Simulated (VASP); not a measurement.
Wanted: the native input for a VASP 6.6.1 run.

```
Task                   : single point
Functional             : r2SCAN
Potentials or basis    : VASP PAW PBE potentials, release 64 (K_sv, S, Sc_sv)
Cutoff                 : 520 eV
k mesh                 : 6 × 6 × 4
Occupations            : fermi-dirac, width 0.02 eV
Spin                   : no spin polarisation
Dipole correction      : no
Further INCAR settings : ALGO = Normal; EDIFF = 1e-06; NBANDS = 24
```

KScS2:

```
CELL_PARAMETERS angstrom
4.03526 0.00000 0.00000
0.00000 4.03526 0.00000
0.00000 0.00000 5.46549
ATOMIC_POSITIONS crystal
K 0.00000 0.00000 0.00000
S 0.00000 0.00000 0.50000
S 0.50000 0.50000 0.00000
Sc 0.50000 0.50000 0.50000
```

The cell was built by a generator and needn't be a form met in nature.

One way to write it, as run:

POSCAR

```
KScS2
1.0
    4.0352598669      0.0000000000      0.0000000000
    0.0000000000      4.0352598669      0.0000000000
    0.0000000000      0.0000000000      5.4654930334
K S Sc
1 2 1
Direct
    0.0000000000      0.0000000000      0.0000000000
    0.0000000000      0.0000000000      0.5000000000
    0.5000000000      0.5000000000      0.0000000000
    0.5000000000      0.5000000000      0.5000000000
```

INCAR.step1

```
SYSTEM = KScS2
PREC = Accurate
ENCUT = 520
ISMEAR = -1
SIGMA = 0.02
LREAL = .FALSE.
LASPH = .TRUE.
NELM = 100
NBANDS = 24
GGA = PE
ALGO = Normal
EDIFF = 1E-4
LWAVE = .TRUE.
LCHARG = .FALSE.
```

INCAR.step2

```
SYSTEM = KScS2
PREC = Accurate
ENCUT = 520
EDIFF = 1E-6
ISMEAR = -1
SIGMA = 0.02
LREAL = .FALSE.
LASPH = .TRUE.
NELM = 100
ALGO = Normal
ISIF = 2
LWAVE = .FALSE.
LCHARG = .TRUE.
METAGGA = R2SCAN
LMIXTAU = .TRUE.
LELF = .TRUE.
LVHAR = .TRUE.
NBANDS = 24
ISTART = 1
```

KPOINTS

```
Automatic mesh
0
G
  6 6 4
  0 0 0
```

Potentials or basis: VASP PAW PBE potentials, release 64 (K_sv, S, Sc_sv).

Run with:

```bash
$ cat potpaw_PBE.64/K_sv/POTCAR potpaw_PBE.64/S/POTCAR potpaw_PBE.64/Sc_sv/POTCAR > POTCAR
$ cp INCAR.step1 INCAR
$ mpirun -np 1 vasp_std > vasp.out
$ cp INCAR.step2 INCAR
$ mpirun -np 1 vasp_std > vasp.out
```

Results of the run:

* Pressure: 0.2 GPa
* Band gap on the k mesh: 0.26 eV, direct

Caveat: the PAW data sets were made with another functional, which shifts forces and pressure a little.

Run time: 110 s on 1 thread of Intel(R) Xeon(R) 6975P-C (Granite Rapids), on a shared host, peak memory 0.23 GiB.
